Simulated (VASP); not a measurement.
Calculation: optB86b-vdW, VASP's PBE PAW potentials (set 64) (plane waves; VASP).

The input files of a VASP run:

**KPOINTS**
```
Regular mesh
0
Gamma
16 16 8
```

**POSCAR**
```
Zn
1.0
  1.2984976721  -2.2490643544   0.0000000000
  1.2984976721   2.2490643544   0.0000000000
  0.0000000000   0.0000000000   4.7233044067
Zn
2
Direct
  0.3333330000   0.6666670000   0.2500000000
  0.6666670000   0.3333330000   0.7500000000
```

### INCAR
```
! general
SYSTEM   = Zn
PREC     = Accurate
ENCUT    = 520   ! plane-wave cut-off (eV)
LREAL    = .FALSE.   ! projection in real space or not
LASPH    = .TRUE.

! electronic loop
EDIFF    = 1E-7   ! SCF stop (eV)
NELM     = 100   ! most electronic steps
ALGO     = Normal   ! blocked Davidson
LMAXMIX  = 4

! smearing
ISMEAR   = 1   ! Methfessel-Paxton
SIGMA    = 0.1

! functional
GGA      = MK
LUSE_VDW = .TRUE.
AGGAC    = 0.0
PARAM1   = 0.1234
PARAM2   = 1.0

! ions
IBRION   = 2
NSW      = 30   ! most ionic steps
ISIF     = 4   ! ions and shape, fixed volume
EDIFFG   = -0.01   ! ionic stop

! output
LWAVE    = .FALSE.
LCHARG   = .FALSE.
```

POTCAR, in this order: Zn (PBE.64 set). Program: vasp_std.

Output of the run:

### OSZICAR
```
       N       E                     dE             d eps       ncg     rms          rms(c)
DAV:   1     0.101864787178E+03    0.10186E+03   -0.12975E+04  4920   0.245E+03
DAV:   2     0.620212449255E+01   -0.95663E+02   -0.94427E+02  4944   0.304E+02
DAV:   3     0.358387020432E+01   -0.26183E+01   -0.26141E+01  5992   0.620E+01
DAV:   4     0.357695277490E+01   -0.69174E-02   -0.69172E-02  5648   0.319E+00
DAV:   5     0.357694270720E+01   -0.10068E-04   -0.10067E-04  5920   0.101E-01    0.491E+00
DAV:   6     0.382075705525E+01    0.24381E+00   -0.11413E+00  4984   0.246E+01    0.346E+00
DAV:   7     0.383364542747E+01    0.12888E-01   -0.36088E-02  6008   0.359E+00    0.175E+00
DAV:   8     0.383933253859E+01    0.56871E-02   -0.21538E-03  6576   0.793E-01    0.488E-02
DAV:   9     0.383931273090E+01   -0.19808E-04   -0.29884E-04  6792   0.255E-01    0.326E-02
DAV:  10     0.383930551096E+01   -0.72199E-05   -0.26668E-05  5224   0.675E-02    0.379E-03
DAV:  11     0.383930580203E+01    0.29107E-06   -0.12152E-07  5064   0.591E-03    0.189E-03
DAV:  12     0.383930606971E+01    0.26768E-06   -0.51065E-08  3088   0.398E-03    0.104E-04
DAV:  13     0.383930606251E+01   -0.72082E-08   -0.15583E-08  2912   0.136E-03
   1 F= 0.38393061E+01 E0= 0.38393543E+01  d E =0.383931E+01
       N       E                     dE             d eps       ncg     rms          rms(c)
DAV:   1     0.383742633875E+01   -0.18797E-02   -0.36038E-02  5616   0.184E+00    0.259E-01
DAV:   2     0.383849871419E+01    0.10724E-02   -0.10237E-03  5248   0.640E-01    0.156E-01
DAV:   3     0.383908232584E+01    0.58361E-03   -0.73255E-04  6720   0.501E-01    0.168E-02
DAV:   4     0.383907557364E+01   -0.67522E-05   -0.82826E-05  5136   0.109E-01    0.102E-02
DAV:   5     0.383907595711E+01    0.38347E-06   -0.71421E-07  5776   0.236E-02    0.113E-03
DAV:   6     0.383907595903E+01    0.19240E-08   -0.65886E-08  2816   0.389E-03
   2 F= 0.38390760E+01 E0= 0.38390774E+01  d E =-.230103E-03
       N       E                     dE             d eps       ncg     rms          rms(c)
DAV:   1     0.383871843816E+01   -0.35752E-03   -0.72107E-03  5616   0.821E-01    0.116E-01
DAV:   2     0.383893146004E+01    0.21302E-03   -0.20416E-04  5232   0.286E-01    0.697E-02
DAV:   3     0.383904988452E+01    0.11842E-03   -0.14695E-04  6752   0.224E-01    0.752E-03
DAV:   4     0.383904843272E+01   -0.14518E-05   -0.16559E-05  5128   0.487E-02    0.454E-03
DAV:   5     0.383904857799E+01    0.14527E-06   -0.13489E-07  4272   0.109E-02    0.500E-04
DAV:   6     0.383904856956E+01   -0.84260E-08   -0.15510E-08  2560   0.195E-03
   3 F= 0.38390486E+01 E0= 0.38390333E+01  d E =-.257493E-03
```

OUTCAR:
```
------------------------ aborting loop because EDIFF is reached ----------------------------------------
  FORCE on cell =-STRESS in cart. coord.  units (eV):
  Direction    XX          YY          ZZ          XY          YZ          ZX
  --------------------------------------------------------------------------------------
  Total        1.0429721      1.0429725      1.0449117      0.0000000      0.0000000      0.0000000
  in kB       60.5709333     60.5709571     60.6835769      0.0000000      0.0000000      0.0000000
  external PRESSURE =      60.6084891 kB  Pullay stress =       0.0000000 kB
  volume of cell :       27.59
      direct lattice vectors                 reciprocal lattice vectors
     1.296319275 -2.245291287  0.000000000     0.385707449 -0.222688256 -0.000000000
     1.296319275  2.245291287  0.000000000     0.385707449  0.222688256 -0.000000000
     0.000000000 -0.000000000  4.739192223     0.000000000  0.000000000  0.211006423
 POSITION                                       TOTAL-FORCE (eV/Angst)
 -----------------------------------------------------------------------------------
      1.29632      0.74843      1.18480         0.000000      0.000000      0.000000
      1.29632     -0.74843      3.55439        -0.000000     -0.000000      0.000000
 -----------------------------------------------------------------------------------
    total drift:                               -0.000000      0.000063      0.000004
  FREE ENERGIE OF THE ION-ELECTRON SYSTEM (eV)
  ---------------------------------------------------
  free  energy   TOTEN  =         3.8390485696 eV

  energy  without entropy=        3.8390027669  energy(sigma->0) =        3.83903330

 reached required accuracy - stopping structural energy minimisation
```
(Selected blocks of OUTCAR.)

### CONTCAR
```
Zn
   1.00000000000000
     1.2963192746232270   -2.2452912867296453    0.0000000000000000
     1.2963192746232270    2.2452912867296453    0.0000000000000000
     0.0000000000000000   -0.0000000000000000    4.7391922228893044
  Zn
     2
Direct
     0.3333330000000032    0.6666669999999968    0.2500000000000000
     0.6666669999999968    0.3333330000000032    0.7500000000000000
```

The compound is Zn in the hcp structure. This cell is one point of a volume scan, at 0.94 of the reference volume. Symmetry was kept, so distortions that lower it aren't found.
